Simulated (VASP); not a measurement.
```xyz
2
Lattice="0.0000 2.2765 2.2765 2.2765 0.0000 2.2765 2.2765 2.2765 0.0000" Properties=species:S:1:pos:R:3 pbc="T T T"
Hf     0.0000     0.0000     0.0000
N      2.2765     2.2765     2.2765
```

Method: PBE GGA with D4 dispersion, VASP's PBE PAW potentials (set 64) (plane waves; VASP 6.6.1). Settings: 520 eV cut-off, 14×14×14 Γ-centred mesh, first-order Methfessel-Paxton smearing of 0.10 eV, potentials Hf_pv N.

Problem. Give the stress tensor in GPa (positive for a compressed cell).

Solution. 
```
-7.70   0.00   0.00
 0.00  -7.70   0.00
 0.00   0.00  -7.70
```
The pressure is its mean diagonal, -7.70 GPa.

The compound is HfN in the rock salt structure. This cell is one point of a volume scan, at 1.03 of the reference volume. The electron count is odd and the run is not spin-polarised, which forces a metal.
